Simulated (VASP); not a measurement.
## HfRh3: Rh into a neighbouring Rh vacancy

How hard is this move in HfRh3: Rh into a neighbouring Rh vacancy? Both ends are relaxed first, then a band of images between them. The start is a cell from a database of measured crystal structures.

Calculated with VASP 6.6.1; PBEsol; plane waves and PAW (Hf, Rh).

### Step 1. The host crystal

It takes space group Pm-3m (No. 221, cubic). The conventional cell has a = 3.911 Å, b = 3.911 Å, c = 3.911 Å, α = 90.00°, β = 90.00°, γ = 90.00°. Nearest to Hf lie 12 Rh at 2.77 Å. Nearest to Rh lie 8 Rh at 2.77 Å and 4 Hf at 2.77 Å. Farther neighbours are not listed.

As a file:

```cif
data_structure
_symmetry_space_group_name_H-M 'Pm-3m'
_symmetry_Int_Tables_number 221
_cell_length_a 3.9110
_cell_length_b 3.9110
_cell_length_c 3.9110
_cell_angle_alpha 90.000
_cell_angle_beta 90.000
_cell_angle_gamma 90.000
_cell_volume 59.82
loop_
_atom_site_label
_atom_site_type_symbol
_atom_site_symmetry_multiplicity
_atom_site_Wyckoff_symbol
_atom_site_fract_x
_atom_site_fract_y
_atom_site_fract_z
_atom_site_occupancy
Hf1 Hf 1 a 0.00000 0.00000 0.00000 1
Rh1 Rh 3 c 0.50000 0.50000 0.00000 1
```

### Step 2. Relax the host

First cell and atoms are relaxed at a raised cutoff, so that later runs start from this functional's own cell.

INCAR

```
SYSTEM = HfRh3
PREC = Accurate
ENCUT = 350
EDIFF = 1E-06
NELM = 120
ISMEAR = 0
SIGMA = 0.1
LREAL = .FALSE.
ALGO = Normal
GGA = PS
NBANDS = 21
LORBIT = 11
LWAVE = .FALSE.
LCHARG = .FALSE.
KPAR = 3
IBRION = 2
NSW = 40
ISIF = 3
EDIFFG = -0.02
POTIM = 0.4
```

POSCAR

```
HfRh3
1.0
    3.9110000000      0.0000000000      0.0000000000
    0.0000000000      3.9110000000      0.0000000000
    0.0000000000      0.0000000000      3.9110000000
Hf Rh
1 3
Direct
    0.0000000000      0.0000000000      0.0000000000
    0.5000000000      0.5000000000      0.0000000000
    0.5000000000      0.0000000000      0.5000000000
    0.0000000000      0.5000000000      0.5000000000
```

KPOINTS

```
Automatic mesh
0
Gamma
5 5 5
0 0 0
```

PAW data sets: Hf and Rh (PBE family, release 64).

Command:

```console
> mpirun -np 3 vasp_std
```

What it wrote:

```text
[banner, memory and clock lines left out]
running    3 mpi-ranks, on    1 nodes
 distrk:  each k-point on    1 cores,    3 groups
 distr:  one band on    1 cores,    1 groups

 POSCAR found type information on POSCAR HfRh
 POSCAR found :  2 types and       4 ions
|                                                                             |
|               ----> ADVICE to this user running VASP <----                  |
|                                                                             |
|     You enforced a specific xc type in the INCAR file but a different       |
|     [... a line on the potential file left out ...]
|     I HOPE YOU KNOW WHAT YOU ARE DOING!                                     |
|                                                                             |

 LDA part: xc-table for (Slater+PW92), standard interpolation
 POSCAR, INCAR and KPOINTS ok, starting setup
 FFT: planning ... GRIDC
 FFT: planning ... GRID_SOFT
 FFT: planning ... GRID
 WAVECAR not read
 entering main loop
       N       E                     dE             d eps       ncg     rms          rms(c)
DAV:   1     0.120759935093E+03    0.12076E+03   -0.11085E+04   420   0.980E+02
DAV:   2    -0.353253547326E+02   -0.15609E+03   -0.14595E+03   475   0.244E+02
DAV:   3    -0.402268428018E+02   -0.49015E+01   -0.47904E+01   498   0.437E+01
DAV:   4    -0.403000659467E+02   -0.73223E-01   -0.73037E-01   460   0.544E+00
DAV:   5    -0.403015793389E+02   -0.15134E-02   -0.15132E-02   511   0.761E-01    0.221E+01
DAV:   6    -0.386153613722E+02    0.16862E+01   -0.62609E+00   463   0.203E+01    0.780E+00
DAV:   7    -0.382204763959E+02    0.39488E+00   -0.11622E+00   487   0.650E+00    0.510E+00
DAV:   8    -0.380830797565E+02    0.13740E+00   -0.42598E-01   453   0.507E+00    0.356E-01
DAV:   9    -0.380784309025E+02    0.46489E-02   -0.53756E-03   471   0.479E-01    0.206E-01
DAV:  10    -0.380768359840E+02    0.15949E-02   -0.10338E-03   534   0.197E-01    0.678E-02
DAV:  11    -0.380768362536E+02   -0.26962E-06   -0.48758E-05   470   0.403E-02    0.218E-02
DAV:  12    -0.380768388209E+02   -0.25673E-05   -0.34720E-06   457   0.119E-02    0.777E-03
DAV:  13    -0.380768374467E+02    0.13742E-05   -0.44978E-07   220   0.552E-03    0.556E-04
DAV:  14    -0.380768374886E+02   -0.41953E-07   -0.50135E-08   225   0.167E-03
   1 F= -.38076837E+02 E0= -.38064115E+02  d E =-.380768E+02
 curvature:   0.00 expect dE= 0.000E+00 dE for cont linesearch  0.000E+00
 trial: gam= 0.00000 g(F)=  0.000E+00 g(S)=  0.137E+00 ort = 0.000E+00 (trialstep = 0.100E+01)
 search vector abs. value=  0.137E+00
 bond charge predicted
       N       E                     dE             d eps       ncg     rms          rms(c)
DAV:   1    -0.393429220586E+02   -0.12661E+01   -0.21236E+01   430   0.405E+01    0.103E+01
DAV:   2    -0.383779969087E+02    0.96493E+00   -0.91904E+00   486   0.239E+01    0.333E+00
DAV:   3    -0.380494400158E+02    0.32856E+00   -0.10607E+00   489   0.803E+00    0.142E+00
DAV:   4    -0.380288562107E+02    0.20584E-01   -0.12306E-01   473   0.182E+00    0.327E-01
DAV:   5    -0.380276033167E+02    0.12529E-02   -0.77344E-03   476   0.640E-01    0.177E-01
DAV:   6    -0.380278941796E+02   -0.29086E-03   -0.13997E-03   450   0.194E-01    0.306E-02
DAV:   7    -0.380278938157E+02    0.36384E-06   -0.52108E-05   542   0.508E-02    0.160E-02
DAV:   8    -0.380279010330E+02   -0.72173E-05   -0.90089E-06   468   0.228E-02    0.390E-03
DAV:   9    -0.380279011041E+02   -0.71011E-07   -0.41171E-07   215   0.498E-03
   2 F= -.38027901E+02 E0= -.38016522E+02  d E =0.489364E-01
 trial-energy change:    0.048936  1 .order    0.054038   -0.136850    0.244925
 step:   0.3773(harm=  0.3585)  dis= 0.00000  next Energy=   -38.102928 (dE=-0.261E-01)
 bond charge predicted
       N       E                     dE             d eps       ncg     rms          rms(c)
DAV:   1    -0.386510579506E+02   -0.62316E+00   -0.83358E+00   430   0.256E+01    0.606E+00
DAV:   2    -0.382909681601E+02    0.36009E+00   -0.40853E+00   520   0.156E+01    0.254E+00
DAV:   3    -0.381046159545E+02    0.18635E+00   -0.59284E-01   510   0.571E+00    0.105E+00
DAV:   4    -0.381035417087E+02    0.10742E-02   -0.57701E-02   489   0.115E+00    0.312E-01
DAV:   5    -0.381032081833E+02    0.33353E-03   -0.31915E-03   487   0.399E-01    0.173E-01
DAV:   6    -0.381033611773E+02   -0.15299E-03   -0.72242E-04   445   0.174E-01    0.480E-02
DAV:   7    -0.381033582482E+02    0.29291E-05   -0.43989E-05   557   0.331E-02    0.118E-02
DAV:   8    -0.381033599441E+02   -0.16959E-05   -0.26995E-06   345   0.125E-02    0.321E-03
DAV:   9    -0.381033600334E+02   -0.89290E-07   -0.26374E-07   210   0.351E-03
   3 F= -.38103360E+02 E0= -.38091134E+02  d E =-.265225E-01
 curvature:  -0.18 expect dE=-0.212E-05 dE for cont linesearch -0.212E-05
 trial: gam=-0.00921 g(F)=  0.550E-64 g(S)=  0.118E-04 ort = 0.127E-02 (trialstep = 0.875E+00)
 search vector abs. value=  0.112E-08
 reached required accuracy - stopping structural energy minimisation
```

Elapsed: 8.8 s, on 3 MPI ranks of AMD EPYC 7R43, shared host; peak memory 0.32 GiB.

The logs omit lines about the potential files and the build; timing stands in the text.

Parts of OUTCAR (step 2):

```text
ion  position               nearest neighbor table
   1  0.000  0.000  0.000-   2 2.77   3 2.77   4 2.77   3 2.77   4 2.77   2 2.77   4 2.77   4 2.77
                             2 2.77   3 2.77   3 2.77   2 2.77
   2  0.500  0.500  0.000-   1 2.77   3 2.77   4 2.77   3 2.77   4 2.77   1 2.77   3 2.77   3 2.77
                             1 2.77   4 2.77   4 2.77   1 2.77
   3  0.500  0.000  0.500-   1 2.77   2 2.77   4 2.77   1 2.77   2 2.77   2 2.77   4 2.77   2 2.77
                             1 2.77   4 2.77   1 2.77   4 2.77
   4  0.000  0.500  0.500-   1 2.77   2 2.77   3 2.77   1 2.77   2 2.77   1 2.77   3 2.77   1 2.77
                             2 2.77   3 2.77   2 2.77   3 2.77

  LATTYP: Found a simple cubic cell.
 ALAT       =     3.9110000000

 Subroutine GETGRP returns: Found 48 space group operations
 (whereof 48 operations were pure point group operations)

The static configuration has the point symmetry O_h .

 Found     10 irreducible k-points:

   k-points           NKPTS =     10   k-points in BZ     NKDIM =     10   number of bands    NBANDS=     21

   dimension x,y,z NGX =    24 NGY =   24 NGZ =   24
   dimension x,y,z NGXF=    48 NGYF=   48 NGZF=   48

   ENCUT  =  350.0 eV  25.72 Ry    5.07 a.u.   5.97  5.97  5.97*2*pi/ulx,y,z

   NELECT =      31.0000    total number of electrons

 k-points in reciprocal lattice and weights: Automatic mesh
   0.00000000  0.00000000  0.00000000       0.008
   0.20000000  0.00000000  0.00000000       0.048
   0.40000000  0.00000000  0.00000000       0.048
   0.20000000  0.20000000  0.00000000       0.096
   0.40000000  0.20000000  0.00000000       0.192
   0.40000000  0.40000000  0.00000000       0.096
   0.20000000  0.20000000  0.20000000       0.064
   0.40000000  0.20000000  0.20000000       0.192
   0.40000000  0.40000000  0.20000000       0.192
   0.40000000  0.40000000  0.40000000       0.064

 average (electrostatic) potential at core
       1 -30.1620       2 -62.9808       3 -62.9808       4 -62.9808

 E-fermi :   9.8591

 k-point     1 :       0.0000    0.0000    0.0000
  band No.  band energies     occupation
    ...
      8       7.7698      2.00000
      9       7.7698      2.00000
     10       7.7698      2.00000
     11       9.6881      1.98441
     12       9.6881      1.98441
     13      10.5640      0.00000
     14      11.0845      0.00000
     15      11.0845      0.00000
     16      11.0845      0.00000
     17      13.6886      0.00000
    ...

 k-point     2 :       0.2000    0.0000    0.0000
  band No.  band energies     occupation
    ...
     10       7.9783      2.00000
     11       9.3125      2.00000
     12       9.7297      1.93277
     13       9.8584      1.00738
     14       9.8584      1.00738
     15      10.1695      0.00001
     16      11.0857      0.00000
     17      11.6002      0.00000
     18      13.3217      0.00000
     19      13.3217      0.00000
    ...

 k-point     3 :       0.4000    0.0000    0.0000
  band No.  band energies     occupation
    ...
     11       8.5265      2.00000
     12       8.7157      2.00000
     13       8.7157      2.00000
     14       9.0965      2.00000
     15       9.1515      2.00000
     16       9.9237      0.36068
     17      11.0878      0.00000
     18      12.1795      0.00000
     19      12.1795      0.00000
     20      13.2610      0.00000
    ...

  Total       -0.0202061     -0.0202061     -0.0202061     -0.0000000     -0.0000000     -0.0000000
  in kB       -0.5542208     -0.5542208     -0.5542208     -0.0000000     -0.0000000     -0.0000000
  external PRESSURE =      -0.5542208 kB  Pullay stress =       0.0000000 kB

  energy-cutoff  :      350.00
  volume of cell :       58.41
      direct lattice vectors                 reciprocal lattice vectors
     3.880042975  0.000000000 -0.000000000     0.257729104 -0.000000000  0.000000000
     0.000000000  3.880042975 -0.000000000    -0.000000000  0.257729104 -0.000000000
    -0.000000000  0.000000000  3.880042975     0.000000000  0.000000000  0.257729104

 POSITION                                       TOTAL-FORCE (eV/Angst)
 -----------------------------------------------------------------------------------
      0.00000      0.00000      0.00000         0.000000      0.000000      0.000000
      1.94002      1.94002     -0.00000         0.000000      0.000000      0.000000
      1.94002      0.00000      1.94002         0.000000      0.000000      0.000000
      0.00000      1.94002      1.94002        -0.000000      0.000000      0.000000
 -----------------------------------------------------------------------------------
    total drift:                                0.000000     -0.000000     -0.000000

  FREE ENERGIE OF THE ION-ELECTRON SYSTEM (eV)
  ---------------------------------------------------
  free  energy   TOTEN  =       -38.1033600334 eV

  energy  without entropy=      -38.0789085316  energy(sigma->0) =      -38.09113428

 reached required accuracy - stopping structural energy minimisation

 total charge
# of ion       s       p       d       tot
------------------------------------------
    1        0.632   0.654   2.229   3.515
    2        0.520   0.572   7.459   8.551
    3        0.520   0.572   7.459   8.551
    4        0.520   0.572   7.459   8.551
--------------------------------------------------
tot          2.191   2.370  24.607  29.168

[... 3 further parts left out ...]
```

This run has no spin polarisation. Its electron count is odd, so without a moment it is a metal by construction. The k-mesh is coarse for a metal. The PAW data sets were made with PBE, which is usual practice but a small mismatch for other functionals. The data set Hf keeps the semicore shell frozen, which is cheaper and a little less accurate. The run keeps the 48 symmetry operations of its start, so it cannot find a distortion of lower symmetry.

Relaxation path:

```
step  energy less that of the first step (eV)  largest force (eV/Å)  pressure (GPa)  volume (Å³)
   1                                   0.0000                0.0000           -5.82        59.82
   2                                   0.0489                0.0000           11.11        56.14
   3                                  -0.0265                0.0000           -0.06        58.41
```

```csv
"conventional cell, symmetrised",before,after,change
a (Å),3.911,3.880,-0.8 %
b (Å),3.911,3.880,-0.8 %
c (Å),3.911,3.880,-0.8 %
volume (Å³/atom),14.96,14.60,-2.4 %
```

Final coordinates:

```xyz
4
Lattice="3.8800 0.0000 0.0000 0.0000 3.8800 0.0000 0.0000 0.0000 3.8800" Properties=species:S:1:pos:R:3 pbc="T T T"
Hf    0.0000    0.0000    0.0000
Rh    1.9400    1.9400    0.0000
Rh    1.9400    0.0000    1.9400
Rh    0.0000    1.9400    1.9400
```

This step gave:

```yaml
electronic_cycles: 32
electrons: 31
free_energy_toten: -38.10 eV
energy_at_zero_smearing: -38.09 eV
fermi_energy: 9.859 eV
labelled_metallic_from_the_levels_on_this_mesh: yes
```

The run ended after 3 ionic steps, 0.027 eV below its first step, once forces and stress met EDIFFG = -0.02.

(Part 1 of 4 ends here.)

[Lines on the potential files, build, host, timing and source positions are cut from VASP's logs without a mark.]

[Logs are printed without paths, hosts, clocks, repeated set-up lines and the standing remarks that a program may print on its own settings, such as how far it seeks lower states.]

[Hosts, paths, dates, database ids (printed as entryN), source tags and the programs' standing remarks are cut or masked in the printed files.]

[Runs that stopped without an error message from VASP are left out.]
